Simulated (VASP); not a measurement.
Method: PBEsol GGA, VASP's PBE PAW potentials (set 64) (plane waves; VASP 6.6.1).

VASP ran on this input.

**POSCAR**
```
SnO
1
    0.0000000000     2.4607238920     2.4607238920
    2.4607238920     0.0000000000     2.4607238920
    2.4607238920     2.4607238920     0.0000000000
Sn O
1 1
Direct
  0.0000000000   0.0000000000   0.0000000000
  0.2500000000   0.2500000000   0.2500000000
```

### INCAR
```
ALGO = Normal
EDIFF = 1E-6
EDIFFG = -0.02
ENCUT = 620
GGA = PS
IBRION = 2
ISIF = 3
ISMEAR = 0
LASPH = .TRUE.
LCHARG = .FALSE.
LMAXMIX = 4
LREAL = .FALSE.
LWAVE = .FALSE.
NELM = 100
NSW = 40
PREC = Accurate
PSTRESS = 300
SIGMA = 0.05
SYSTEM = SnO
```

KPOINTS:
```
Automatic mesh
0
Gamma
9 9 9
0 0 0
```

POTCAR, in this order: Sn_d O (PBE.64 set). Program: vasp_std.

The resulting files:

File OUTCAR:
```
 ion  position               nearest neighbor table
   1  0.000  0.000  0.000-   2 2.13   2 2.13   2 2.13   2 2.13
   2  0.250  0.250  0.250-   1 2.13   1 2.13   1 2.13   1 2.13
  LATTYP: Found a face centered cubic cell.
 ALAT       =     4.9214477840
 Subroutine PRICEL returns:
 Original cell was already a primitive cell.
 Subroutine GETGRP returns: Found 24 space group operations
The static configuration has the point symmetry T_d .
The dynamic configuration has the point symmetry T_d .
 Subroutine INISYM returns: Found 24 space group operations
 Subroutine IBZKPT returns following result:
 Found     35 irreducible k-points:

 Following reciprocal coordinates:
            Coordinates               Weight
  0.000000  0.000000  0.000000      1.000000
  0.111111  0.000000  0.000000      8.000000
  0.222222  0.000000  0.000000      8.000000
  0.333333  0.000000  0.000000      8.000000
  0.444444  0.000000  0.000000      8.000000
  0.111111  0.111111  0.000000      6.000000
  0.222222  0.111111  0.000000     24.000000
  0.333333  0.111111  0.000000     24.000000
  0.444444  0.111111  0.000000     24.000000
...
```

### OSZICAR
```
       N       E                     dE             d eps       ncg     rms          rms(c)
DAV:   1     0.168993435346E+03    0.16899E+03   -0.11918E+04   992   0.251E+03
DAV:   2     0.383333647105E+01   -0.16516E+03   -0.16092E+03  1094   0.480E+02
DAV:   3    -0.116542855631E+02   -0.15488E+02   -0.15265E+02  1160   0.130E+02
DAV:   4    -0.120059720835E+02   -0.35169E+00   -0.35152E+00  1076   0.214E+01
DAV:   5    -0.120158068085E+02   -0.98347E-02   -0.98346E-02  1270   0.351E+00    0.817E+00
DAV:   6    -0.105460281151E+02    0.14698E+01   -0.10358E+01  1452   0.438E+01    0.408E+00
DAV:   7    -0.104391019535E+02    0.10693E+00   -0.91447E-01  1136   0.945E+00    0.149E+00
DAV:   8    -0.104286795111E+02    0.10422E-01   -0.12129E-01  1016   0.306E+00    0.413E-01
DAV:   9    -0.104257634063E+02    0.29161E-02   -0.11501E-02  1564   0.154E+00    0.102E-01
DAV:  10    -0.104258782413E+02   -0.11483E-03   -0.10406E-03  1028   0.330E-01    0.424E-02
DAV:  11    -0.104258508527E+02    0.27389E-04   -0.20640E-04  1500   0.183E-01    0.125E-02
DAV:  12    -0.104258515234E+02   -0.67074E-06   -0.14541E-05  1034   0.388E-02    0.966E-03
DAV:  13    -0.104258503566E+02    0.11669E-05   -0.32393E-06  1034   0.219E-02    0.983E-04
DAV:  14    -0.104258503517E+02    0.48899E-08   -0.13446E-07   550   0.393E-03
   1 F= -.48459130E+01 E0= -.48459116E+01  d E =-.484591E+01
       N       E                     dE             d eps       ncg     rms          rms(c)
DAV:   1    -0.104059783414E+02    0.19872E-01   -0.72104E-02  1196   0.592E+00    0.377E-01
DAV:   2    -0.104030540936E+02    0.29242E-02   -0.10497E-02  1202   0.144E+00    0.128E-01
DAV:   3    -0.104025831772E+02    0.47092E-03   -0.10343E-03  1330   0.970E-01    0.615E-02
DAV:   4    -0.104024662747E+02    0.11690E-03   -0.31701E-04  1292   0.486E-01    0.107E-02
DAV:   5    -0.104024620194E+02    0.42554E-05   -0.40811E-05  1100   0.908E-02    0.517E-03
DAV:   6    -0.104024615170E+02    0.50239E-06   -0.14658E-06   592   0.242E-02
   2 F= -.48458704E+01 E0= -.48458697E+01  d E =0.426009E-04
       N       E                     dE             d eps       ncg     rms          rms(c)
DAV:   1    -0.104163841918E+02   -0.13922E-01   -0.21550E-02  1196   0.327E+00    0.206E-01
DAV:   2    -0.104155152943E+02    0.86890E-03   -0.31216E-03  1196   0.782E-01    0.703E-02
DAV:   3    -0.104153748592E+02    0.14044E-03   -0.30849E-04  1342   0.523E-01    0.338E-02
DAV:   4    -0.104153374626E+02    0.37397E-04   -0.95052E-05  1274   0.265E-01    0.582E-03
DAV:   5    -0.104153342721E+02    0.31905E-05   -0.11992E-05  1142   0.493E-02    0.278E-03
DAV:   6    -0.104153338373E+02    0.43475E-06   -0.41895E-07   520   0.129E-02
   3 F= -.48459645E+01 E0= -.48459635E+01  d E =-.515461E-04
```

**OUTCAR**
```
------------------------ aborting loop because EDIFF is reached ----------------------------------------
  FORCE on cell =-STRESS in cart. coord.  units (eV):
  Direction    XX          YY          ZZ          XY          YZ          ZX
  --------------------------------------------------------------------------------------
  Total        5.5662369      5.5662369      5.5662369      0.0000000      0.0000000     -0.0000000
  in kB      299.8312698    299.8312698    299.8312698      0.0000000      0.0000000     -0.0000000
  external PRESSURE =      -0.1687302 kB  Pullay stress =     300.0000000 kB
  volume of cell :       29.74
      direct lattice vectors                 reciprocal lattice vectors
    -0.000000000  2.459169423  2.459169423    -0.203320680  0.203320680  0.203320680
     2.459169423 -0.000000000  2.459169423     0.203320680 -0.203320680  0.203320680
     2.459169423  2.459169423  0.000000000     0.203320680  0.203320680 -0.203320680
 POSITION                                       TOTAL-FORCE (eV/Angst)
 -----------------------------------------------------------------------------------
      0.00000      0.00000      0.00000        -0.000000     -0.000000     -0.000000
      1.22958      1.22958      1.22958         0.000000      0.000000      0.000000
 -----------------------------------------------------------------------------------
    total drift:                                0.000000      0.000000      0.000000
  FREE ENERGIE OF THE ION-ELECTRON SYSTEM (eV)
  ---------------------------------------------------
  free  energy   TOTEN  =       -10.4153338373 eV

  energy  without entropy=      -10.4153318730  energy(sigma->0) =      -10.41533286
  enthalpy is  TOTEN    =        -4.8459645076 eV   P V=        5.5693693297

 reached required accuracy - stopping structural energy minimisation
```
(Selected blocks of OUTCAR.)

File CONTCAR:
```
SnO
   1.00000000000000
    -0.0000000000000000    2.4591694233365797    2.4591694233365797
     2.4591694233365797   -0.0000000000000000    2.4591694233365797
     2.4591694233365797    2.4591694233365797    0.0000000000000000
  Sn              O
     1     1
Direct
     0.0000000000000000    0.0000000000000000    0.0000000000000000
     0.2500000000000000    0.2500000000000000    0.2500000000000000
```

The structure was generated: SnO was put into the zinc blende type (F-43m), which need not be its known phase. This run relaxes it under an external pressure of 30 GPa. Symmetry was kept, so distortions that lower it aren't found.
